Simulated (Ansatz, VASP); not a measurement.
# Cross-check of AlTlO2 between VASP and Ansatz, part 2 of 2

One calculation is typed for both programs; each brings its own data sets. How far apart do they land? The cell is taken from a series of runs on this material, whose earlier steps may have relaxed, scaled, displaced or heated it; both programs get it as it stands.

VASP 6.6.1 and Ansatz 0.2.0.

So far: Set-up; Ansatz: dielectric response, LDA.

**3. VASP: dielectric response, LDA**

Level of this step: LDA; plane waves and PAW (Al, Tl_d, O) (VASP).

The same cell, functional (in two slightly different forms) and mesh now go to VASP, with its own data sets.

Lines of VASP's logs that name or quote its potential files are left out, and so is its time.

Contents of INCAR:

```
SYSTEM = AlTlO2
PREC = Accurate
ENCUT = 520
EDIFF = 1E-08
NELM = 120
ISMEAR = 0
SIGMA = 0.01
LREAL = .FALSE.
ALGO = Normal
GGA = CA
NBANDS = 36
LORBIT = 11
LWAVE = .FALSE.
LCHARG = .FALSE.
ISIF = 2
LEPSILON = .TRUE.
LASPH = .TRUE.
GGA_COMPAT = .FALSE.
KPAR = 2
```

Contents of POSCAR:

```
AlTlO2
1.0
    0.0000000000      4.0427200000      4.0427200000
    4.0427200000      0.0000000000      4.0427200000
    4.0427200000      4.0427200000      0.0000000000
Al Tl O
2 2 4
Direct
    0.2500000000      0.2500000000      0.2500000000
    0.0000000000      0.0000000000      0.0000000000
    0.7500000000      0.7500000000      0.7500000000
    0.5000000000      0.5000000000      0.5000000000
    0.1250000000      0.1250000000      0.1250000000
    0.6250000000      0.1250000000      0.1250000000
    0.1250000000      0.6250000000      0.1250000000
    0.1250000000      0.1250000000      0.6250000000
```

Contents of KPOINTS:

```
Automatic mesh
0
Gamma
6 6 6
0 0 0
```

Potentials, in the order of the species: Al, Tl_d and O (LDA family, release 64).

On the command line:

```sh
mpirun -np 2 vasp_std
```

Numbers of over 12 decimals in the logs are rounded to 6 here.

What it wrote:

```text
[banner, memory and clock lines left out]
running    2 mpi-ranks, on    1 nodes
 distrk:  each k-point on    1 cores,    2 groups
 distr:  one band on    1 cores,    1 groups

 POSCAR found type information on POSCAR AlTlO
 POSCAR found :  3 types and       8 ions
 LDA part: xc-table for (Slater(with rela. corr.)+CA(PZ))
 , standard interpolation
 POSCAR, INCAR and KPOINTS ok, starting setup
 FFT: planning ... GRIDC
 FFT: planning ... GRID_SOFT
 FFT: planning ... GRID
 WAVECAR not read
 entering main loop
       N       E                     dE             d eps       ncg     rms          rms(c)
DAV:   1     0.330692715654E+03    0.33069E+03   -0.29011E+04  1152   0.143E+03
DAV:   2    -0.420676142332E+02   -0.37276E+03   -0.36312E+03  1356   0.328E+02
DAV:   3    -0.648977031123E+02   -0.22830E+02   -0.22731E+02  1272   0.778E+01
DAV:   4    -0.651304214009E+02   -0.23272E+00   -0.23256E+00  1320   0.888E+00
DAV:   5    -0.651329747264E+02   -0.25533E-02   -0.25532E-02  1296   0.911E-01    0.176E+01
DAV:   6    -0.542516350454E+02    0.10881E+02   -0.42596E+01  1280   0.393E+01    0.671E+00
DAV:   7    -0.539588512399E+02    0.29278E+00   -0.31805E+00  1236   0.919E+00    0.387E+00
DAV:   8    -0.536227874475E+02    0.33606E+00   -0.10019E+00  1228   0.521E+00    0.102E+00
DAV:   9    -0.536024465469E+02    0.20341E-01   -0.18486E-01  1368   0.188E+00    0.365E-01
DAV:  10    -0.536028107867E+02   -0.36424E-03   -0.31102E-02  1348   0.846E-01    0.191E-01
DAV:  11    -0.536013213968E+02    0.14894E-02   -0.31086E-03  1464   0.287E-01    0.763E-02
DAV:  12    -0.536012823904E+02    0.39006E-04   -0.80737E-04  1264   0.120E-01    0.230E-02
DAV:  13    -0.536012719581E+02    0.10432E-04   -0.46450E-05  1308   0.331E-02    0.578E-03
DAV:  14    -0.536012734004E+02   -0.14422E-05   -0.13593E-05  1300   0.169E-02    0.990E-03
DAV:  15    -0.536012715566E+02    0.18437E-05   -0.11771E-05  1252   0.144E-02    0.134E-03
DAV:  16    -0.536012715429E+02    0.13753E-07   -0.30619E-07  1224   0.254E-03    0.634E-04
DAV:  17    -0.536012715390E+02    0.39045E-08   -0.24486E-08  1032   0.707E-04
   1 F= -.53601272E+02 E0= -.53601272E+02  d E =-.106976E-29
 Linear response reoptimize wavefunctions to high precision
DAV:   1    -0.536012715381E+02    0.92859E-09   -0.34515E-09   676   0.310E-04
DAV:   2    -0.536012715381E+02   -0.76398E-10   -0.25693E-10   608   0.908E-05
 Linear response G [H, r] |phi>, progress :
  Direction:   1
       N       E                     dE             d eps       ncg     rms
RMM:   1    -0.227189450842E+03   -0.22719E+03    0.41608E+01  2134   0.101E+02
RMM:   2    -0.221344039569E+03    0.58454E+01   -0.11278E+01  1878   0.155E+01
RMM:   3    -0.221409876445E+03   -0.65837E-01   -0.19417E-01  1952   0.177E+00
RMM:   4    -0.221411971807E+03   -0.20954E-02   -0.57460E-03  2030   0.259E-01
RMM:   5    -0.221411977974E+03   -0.61667E-05   -0.35670E-04  2113   0.523E-02
RMM:   6    -0.221411981080E+03   -0.31065E-05   -0.48641E-05  2198   0.133E-02
RMM:   7    -0.221411978228E+03    0.28525E-05   -0.16316E-04  2231   0.566E-03
RMM:   8    -0.221411980919E+03   -0.26915E-05    0.10989E-06  1977   0.384E-03
RMM:   9    -0.221411979245E+03    0.16742E-05    0.94200E-05  1570   0.345E-03
RMM:  10    -0.221411980676E+03   -0.14313E-05    0.50461E-05  1434   0.337E-03
RMM:  11    -0.221411979930E+03    0.74599E-06    0.36927E-05  1392   0.335E-03
RMM:  12    -0.221411981007E+03   -0.10761E-05    0.71992E-05  1356   0.336E-03
 Linear response G [H, r] |phi>, progress :
  Direction:   2
       N       E                     dE             d eps       ncg     rms
RMM:   1    -0.227783916665E+03   -0.22778E+03    0.40627E+01  2126   0.101E+02
RMM:   2    -0.222105633096E+03    0.56783E+01   -0.11677E+01  1871   0.156E+01
RMM:   3    -0.222180175801E+03   -0.74543E-01   -0.19729E-01  1949   0.178E+00
RMM:   4    -0.222182208378E+03   -0.20326E-02   -0.54796E-03  2023   0.261E-01
RMM:   5    -0.222182226798E+03   -0.18420E-04   -0.32937E-04  2078   0.508E-02
RMM:   6    -0.222182228342E+03   -0.15434E-05   -0.41672E-05  2169   0.119E-02
RMM:   7    -0.222182224155E+03    0.41869E-05    0.19662E-05  2234   0.443E-03
RMM:   8    -0.222182226267E+03   -0.21125E-05    0.18742E-05  1962   0.269E-03
RMM:   9    -0.222182225678E+03    0.58915E-06    0.26801E-05  1572   0.233E-03
RMM:  10    -0.222182227168E+03   -0.14900E-05    0.46662E-05  1448   0.224E-03
RMM:  11    -0.222182225767E+03    0.14016E-05    0.23569E-05  1383   0.222E-03
RMM:  12    -0.222182226401E+03   -0.63419E-06    0.45746E-05  1371   0.222E-03
 Linear response G [H, r] |phi>, progress :
  Direction:   3
       N       E                     dE             d eps       ncg     rms
RMM:   1    -0.223078293430E+03   -0.22308E+03    0.47057E+01  2106   0.100E+02
RMM:   2    -0.217926023906E+03    0.51523E+01   -0.11662E+01  1867   0.153E+01
RMM:   3    -0.217992484665E+03   -0.66461E-01   -0.22189E-01  1962   0.177E+00
RMM:   4    -0.217994398322E+03   -0.19137E-02   -0.65791E-03  2013   0.262E-01
RMM:   5    -0.217994410723E+03   -0.12400E-04   -0.47562E-04  2036   0.521E-02
RMM:   6    -0.217994407445E+03    0.32773E-05   -0.55663E-05  2062   0.115E-02
RMM:   7    -0.217994406013E+03    0.14327E-05   -0.13461E-04  2045   0.348E-03
RMM:   8    -0.217994406977E+03   -0.96389E-06   -0.19007E-05  1657   0.145E-03
[...]
RMM:   4    -0.177168364729E+01   -0.25929E-04   -0.34217E-05  1902   0.174E-02
RMM:   5    -0.177168426014E+01   -0.61285E-06   -0.17457E-06  1905   0.322E-03
RMM:   6    -0.177168427997E+01   -0.19821E-07   -0.12129E-07  1671   0.698E-04
RMM:   7    -0.177168427900E+01    0.96514E-09   -0.16142E-08  1168   0.176E-04
 change of polarisation eV/A/(eV/A) component  1 :     3.543     0.032     0.048
 dielectric tensor                  component  1 :     5.852     0.043     0.065
 Linear response to external field (no local field effect), progress :
  Direction:   2
       N       E                     dE             d eps       ncg     rms          rms(c)
RMM:   1    -0.170959654618E+01   -0.17096E+01   -0.83716E+00  2272   0.448E+00
RMM:   2    -0.183133686697E+01   -0.12174E+00   -0.46048E-02  1889   0.807E-01
RMM:   3    -0.183221411173E+01   -0.87724E-03   -0.11447E-03  1886   0.104E-01
RMM:   4    -0.183224121168E+01   -0.27100E-04   -0.36174E-05  1903   0.178E-02
RMM:   5    -0.183224184983E+01   -0.63816E-06   -0.18090E-06  1900   0.328E-03
RMM:   6    -0.183224186843E+01   -0.18599E-07   -0.11675E-07  1673   0.707E-04
RMM:   7    -0.183224186793E+01    0.49982E-09   -0.14643E-08  1172   0.175E-04
 change of polarisation eV/A/(eV/A) component  2 :     0.032     3.664    -0.029
 dielectric tensor                  component  2 :     0.043     6.018    -0.039
 Linear response to external field (no local field effect), progress :
  Direction:   3
       N       E                     dE             d eps       ncg     rms          rms(c)
RMM:   1    -0.153733868779E+01   -0.15373E+01   -0.72513E+00  2244   0.420E+00
RMM:   2    -0.164314229496E+01   -0.10580E+00   -0.39476E-02  1868   0.748E-01
RMM:   3    -0.164394183896E+01   -0.79954E-03   -0.98548E-04  1876   0.926E-02
RMM:   4    -0.164396857558E+01   -0.26737E-04   -0.31401E-05  1910   0.157E-02
RMM:   5    -0.164396922464E+01   -0.64906E-06   -0.15472E-06  1894   0.284E-03
RMM:   6    -0.164396924962E+01   -0.24979E-07   -0.98291E-08  1602   0.598E-04
RMM:   7    -0.164396924888E+01    0.73066E-09   -0.68307E-09  1114   0.146E-04
 change of polarisation eV/A/(eV/A) component  3 :     0.048    -0.029     3.288
 dielectric tensor                  component  3 :     0.065    -0.039     5.502
 Linear response to external field, progress :
  Direction:   1
       N       E                     dE             d eps       ncg     rms          rms(c)
RMM:   1    -0.163369602537E+01   -0.16337E+01   -0.78624E+00  4229   0.436E+00
RMM:   2    -0.174846399988E+01   -0.11477E+00   -0.42741E-02  3504   0.779E-01    0.206E+00
RMM:   3    -0.163672761924E+01    0.11174E+00   -0.12019E-01  3102   0.142E+00    0.102E+00
RMM:   4    -0.166221135484E+01   -0.25484E-01   -0.73010E-02  3405   0.113E+00    0.331E-01
RMM:   5    -0.168573824451E+01   -0.23527E-01   -0.48559E-03  3449   0.317E-01    0.403E-02
RMM:   6    -0.168626836143E+01   -0.53012E-03   -0.11132E-04  3581   0.495E-02    0.231E-02
RMM:   7    -0.168763871296E+01   -0.13704E-02   -0.11869E-05  3593   0.166E-02    0.226E-03
RMM:   8    -0.168778688613E+01   -0.14817E-03   -0.49121E-07  3636   0.305E-03    0.177E-03
RMM:   9    -0.168782831618E+01   -0.41430E-04   -0.90018E-08  3503   0.136E-03    0.274E-04
RMM:  10    -0.168782619189E+01    0.21243E-05   -0.15258E-08  3605   0.228E-04    0.103E-04
RMM:  11    -0.168782784044E+01   -0.16486E-05    0.67287E-09  2666   0.761E-05    0.125E-05
RMM:  12    -0.168782784925E+01   -0.88058E-08   -0.35261E-10  1063   0.258E-05    0.666E-06
 change of polarisation eV/A/(eV/A) component  1 :     3.182     0.053     0.018
 dielectric tensor                  component  1 :     5.357     0.073     0.025
 Linear response to external field, progress :
  Direction:   2
       N       E                     dE             d eps       ncg     rms          rms(c)
RMM:   1    -0.163194142993E+01   -0.16319E+01   -0.78448E+00  4240   0.437E+00
RMM:   2    -0.174844979426E+01   -0.11651E+00   -0.42816E-02  3507   0.781E-01    0.206E+00
RMM:   3    -0.163672492976E+01    0.11172E+00   -0.12016E-01  3105   0.142E+00    0.102E+00
RMM:   4    -0.166221197528E+01   -0.25487E-01   -0.72995E-02  3403   0.113E+00    0.331E-01
RMM:   5    -0.168574466438E+01   -0.23533E-01   -0.48570E-03  3451   0.317E-01    0.403E-02
RMM:   6    -0.168626703474E+01   -0.52237E-03   -0.11193E-04  3584   0.496E-02    0.231E-02
RMM:   7    -0.168763910963E+01   -0.13721E-02   -0.11852E-05  3596   0.166E-02    0.226E-03
RMM:   8    -0.168778813746E+01   -0.14903E-03   -0.49509E-07  3636   0.307E-03    0.177E-03
RMM:   9    -0.168782770381E+01   -0.39566E-04   -0.90256E-08  3505   0.134E-03    0.273E-04
RMM:  10    -0.168782643102E+01    0.12728E-05   -0.23018E-08  3595   0.227E-04    0.869E-05
RMM:  11    -0.168782783914E+01   -0.14081E-05   -0.57239E-08  2521   0.676E-05    0.122E-05
RMM:  12    -0.168782777082E+01    0.68320E-07   -0.17422E-10  1084   0.276E-05    0.649E-06
 change of polarisation eV/A/(eV/A) component  2 :     0.027     3.182    -0.054
 dielectric tensor                  component  2 :     0.037     5.357    -0.074
 Linear response to external field, progress :
  Direction:   3
       N       E                     dE             d eps       ncg     rms          rms(c)
RMM:   1    -0.163194744340E+01   -0.16319E+01   -0.78449E+00  4237   0.437E+00
RMM:   2    -0.174844392631E+01   -0.11650E+00   -0.43009E-02  3507   0.781E-01    0.206E+00
RMM:   3    -0.163672371156E+01    0.11172E+00   -0.12008E-01  3104   0.142E+00    0.102E+00
RMM:   4    -0.166221287936E+01   -0.25489E-01   -0.72979E-02  3404   0.113E+00    0.331E-01
RMM:   5    -0.168573757482E+01   -0.23525E-01   -0.48451E-03  3452   0.317E-01    0.403E-02
RMM:   6    -0.168626795541E+01   -0.53038E-03   -0.11131E-04  3586   0.495E-02    0.231E-02
RMM:   7    -0.168763954453E+01   -0.13716E-02   -0.11818E-05  3596   0.166E-02    0.226E-03
RMM:   8    -0.168778789528E+01   -0.14835E-03   -0.48940E-07  3638   0.305E-03    0.177E-03
RMM:   9    -0.168782787305E+01   -0.39978E-04   -0.87358E-08  3507   0.134E-03    0.273E-04
RMM:  10    -0.168782638332E+01    0.14897E-05   -0.12201E-08  3603   0.227E-04    0.891E-05
RMM:  11    -0.168782783700E+01   -0.14537E-05   -0.54728E-08  2530   0.685E-05    0.122E-05
RMM:  12    -0.168782778045E+01    0.56549E-07   -0.96926E-10  1098   0.278E-05    0.653E-06
 change of polarisation eV/A/(eV/A) component  3 :     0.018     0.003     3.182
 dielectric tensor                  component  3 :     0.024     0.004     5.357
 Born effective charges drift removed
```

From OUTCAR (step 3):

```text
ion  position               nearest neighbor table
   1  0.250  0.250  0.250-   5 1.75   6 1.75   7 1.75   8 1.75   4 3.50   4 3.50   4 3.50   4 3.50

  LATTYP: Found a face centered cubic cell.
 ALAT       =     8.0854400000

 Subroutine GETGRP returns: Found 48 space group operations
 (whereof 24 operations were pure point group operations)

The static configuration has the point symmetry T_d .
 The point group associated with its full space group is O_h .

 Found     16 irreducible k-points:

   k-points           NKPTS =     16   k-points in BZ     NKDIM =     16   number of bands    NBANDS=     36

   dimension x,y,z NGX =    48 NGY =   48 NGZ =   48
   dimension x,y,z NGXF=    96 NGYF=   96 NGZF=   96

   ENCUT  =  520.0 eV  38.22 Ry    6.18 a.u.  10.63 10.63 10.63*2*pi/ulx,y,z

   NELECT =      56.0000    total number of electrons

 k-points in reciprocal lattice and weights: Automatic mesh
   0.00000000  0.00000000  0.00000000       0.005
   0.16666667  0.00000000  0.00000000       0.037
   0.33333333  0.00000000  0.00000000       0.037
   0.50000000  0.00000000  0.00000000       0.019
   0.16666667  0.16666667  0.00000000       0.028
   0.33333333  0.16666667  0.00000000       0.111
   0.50000000  0.16666667  0.00000000       0.111
  -0.33333333  0.16666667  0.00000000       0.111
  -0.16666667  0.16666667  0.00000000       0.056
[...]
-0.33333333  0.33333333  0.16666667       0.111
  -0.33333333  0.50000000  0.16666667       0.056

 average (electrostatic) potential at core
       1 -72.1720       2 -72.1720       3 -85.5676       4 -85.5676       5 -71.0666
       6 -71.0666       7 -71.0666       8 -71.0666

  Total       -4.9613374     -4.9613374     -4.9613374     -0.0000000      0.0000000      0.0000000
  in kB      -60.1531484    -60.1531484    -60.1531484     -0.0000000      0.0000000      0.0000000
  external PRESSURE =     -60.1531484 kB  Pullay stress =       0.0000000 kB

  energy-cutoff  :      520.00
  volume of cell :      132.15
      direct lattice vectors                 reciprocal lattice vectors
     0.000000000  4.042720000  4.042720000    -0.123679107  0.123679107  0.123679107
     4.042720000  0.000000000  4.042720000     0.123679107 -0.123679107  0.123679107
     4.042720000  4.042720000  0.000000000     0.123679107  0.123679107 -0.123679107

 POSITION                                       TOTAL-FORCE (eV/Angst)
 -----------------------------------------------------------------------------------
      2.02136      2.02136      2.02136         0.000000      0.000000      0.000000
      0.00000      0.00000      0.00000        -0.000000     -0.000000     -0.000000
      6.06408      6.06408      6.06408         0.000000      0.000000     -0.000000
      4.04272      4.04272      4.04272        -0.000000     -0.000000     -0.000000
      1.01068      1.01068      1.01068         0.000000      0.000000     -0.000000
      1.01068      3.03204      3.03204         0.000000      0.000000     -0.000000
      3.03204      1.01068      3.03204         0.000000      0.000000     -0.000000
      3.03204      3.03204      1.01068         0.000000      0.000000     -0.000000
 -----------------------------------------------------------------------------------
    total drift:                                0.000000      0.000000      0.000000

 MACROSCOPIC STATIC DIELECTRIC TENSOR (including local field effects in DFT)
 ------------------------------------------------------
           5.357440     0.000000    -0.000000
          -0.000000     5.357440     0.000000
           0.000000    -0.000000     5.357440
 ------------------------------------------------------

 PIEZOELECTRIC TENSOR (including local field effects)  for field in x, y, z        (C/m^2)
          XX          YY          ZZ          XY          YZ          ZX
  --------------------------------------------------------------------------------
  x     0.00000     0.00000     0.00000     0.00000    -0.00000     0.00000
  y    -0.00000     0.00000    -0.00000     0.00000     0.00000    -0.00000
  z     0.00000     0.00000     0.00000     0.00000     0.00000     0.00000

 BORN EFFECTIVE CHARGES (including local field effects) (in |e|, cummulative output)
 ---------------------------------------------------------------------------------
 ion    1
    1     2.50165    -0.00000     0.00000
    2    -0.00000     2.50165     0.00000
    3    -0.00000     0.00000     2.50165
 ion    2
    1     2.50165    -0.00000     0.00000
    2     0.00000     2.50165     0.00000
    3     0.00000     0.00000     2.50165
 ion    3
    1     2.06906    -0.00000     0.00000
    2    -0.00000     2.06906     0.00000
    3    -0.00000     0.00000     2.06906
 ion    4
    1     2.06906    -0.00000     0.00000
    2    -0.00000     2.06906    -0.00000
    3    -0.00000     0.00000     2.06906
 ion    5
    1    -2.28536    -0.23046    -0.23046
    2    -0.23046    -2.28536    -0.23046
    3    -0.23046    -0.23046    -2.28536
 ion    6
    1    -2.28536     0.23046     0.23046
    2     0.23046    -2.28536    -0.23046
    3     0.23046    -0.23046    -2.28536
 ion    7
    1    -2.28536     0.23046    -0.23046
    2     0.23046    -2.28536     0.23046
    3    -0.23046     0.23046    -2.28536
 ion    8
    1    -2.28536    -0.23046     0.23046
    2    -0.23046    -2.28536     0.23046
    3     0.23046     0.23046    -2.28536
```

**4. Differences**

Known differences besides the potentials themselves: the two LDA forms differ slightly; fixed occupations in Ansatz, narrow Gaussian smearing in VASP; VASP's response is taken on the typed mesh, Ansatz refines its own for the field response alone; the cutoff is 420 eV in Ansatz and 520 eV in VASP; VASP's log shows a relativistic correction to its local exchange, Ansatz's none. Total energies have different zeros and are not compared.

The two programs side by side:

```csv
quantity,Ansatz,VASP,difference
ε∞ xx,5.33,5.36,-0.42 %
ε∞ yy,5.33,5.36,-0.42 %
ε∞ zz,5.33,5.36,-0.42 %
```

**5. Summary of results**

| Property | Result |
| --- | --- |
| difference in ε∞ xx (dielectric response, LDA) | -0.42 % |

The difference in ε∞ xx is -0.42 % (dielectric response, LDA), within the 5 % picked in this series as the mark of a large difference. How closely two codes agree says nothing of how well the functional describes the real material.

[Lines on the potential files, build, host, timing and source positions are cut from VASP's logs without a mark.]

[Logs are printed without paths, hosts, clocks, repeated set-up lines and the standing remarks that a program may print on its own settings, such as how far it seeks lower states.]

[Hosts, paths, dates, database ids (printed as entryN), source tags and the programs' standing remarks are cut or masked in the printed files.]
